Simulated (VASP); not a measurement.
Here is the system:

```yaml
crystal:
  lattice:
    - [4.01076, 0.00000, 0.00000]
    - [-2.00538, 3.47342, 0.00000]
    - [0.00000, 0.00000, 6.72099]
  atoms:
    - { symbol: Zn, position: [0.33333, 0.66667, 0.98897] }
    - { symbol: Cd, position: [0.00000, 0.00000, 0.51928] }
    - { symbol: Se, position: [0.33333, 0.66667, 0.35124] }
    - { symbol: S, position: [0.00000, 0.00000, 0.89249] }
```

Calculation: PBEsol GGA, VASP's PBE PAW potentials (set 64) (plane waves; VASP). Run with 400 eV cut-off, 14×14×8 Γ-centred mesh, Gaussian smearing of 0.010 eV, potentials Zn Cd Se S.

Q: Predict the energy per atom (σ→0).

A: 
The energy per atom (σ→0) is -3.358 eV/atom.

Total energies compare only between runs with the same potentials, cut-off and functional.

The structure comes from a computed database's ZnCdSeS entry (P3m1); how it stands against other phases isn't given here. It was relaxed first, which changed the volume by -6 %.
